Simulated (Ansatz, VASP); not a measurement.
## BPd4: VASP beside Ansatz

```
B Pd
1.0
    -2.65163    2.65163    2.65163
     2.65163   -2.65163    2.65163
     2.65163    2.65163   -2.65163
B Pd
1 4
Direct
  0.00000 0.00000 0.00000
  0.00000 0.00000 0.50000
  0.00000 0.50000 0.00000
  0.50000 0.00000 0.00000
  0.50000 0.50000 0.50000
```

Change from the starting cell: species swapped into the MnGa4 type (Im-3m, No. 229).

Alike in both runs: functional PBE; k mesh 10 × 10 × 10; occupations gaussian, width 0.1 eV; no spin polarisation.

Ansatz relaxed the structure, and its values are those at the end. VASP's run is a single point on that final structure, the one shown.

|  | VASP | Ansatz |
| --- | --- | --- |
| version | VASP 6.6.1 | Ansatz 0.2.0 |
| potentials or method | VASP PAW PBE potentials, release 64 (B, Pd) | scalar-relativistic, plane waves, PAW |
| plane-wave cutoff (eV) | 520 | 420 |
| valence electrons in the cell | 43 | 75 |

Ansatz gave:

- gap on the k mesh at the Fermi level (eV): none
- pressure (GPa): 0.0

**Question.** Which values does VASP return?

**Answer.** gap on the k mesh at the Fermi level (eV): none; pressure (GPa): -0.2.

A gap of «none» marks a metal or a gap that the smearing closes. The two sets of potentials don't hold the same shells in valence.
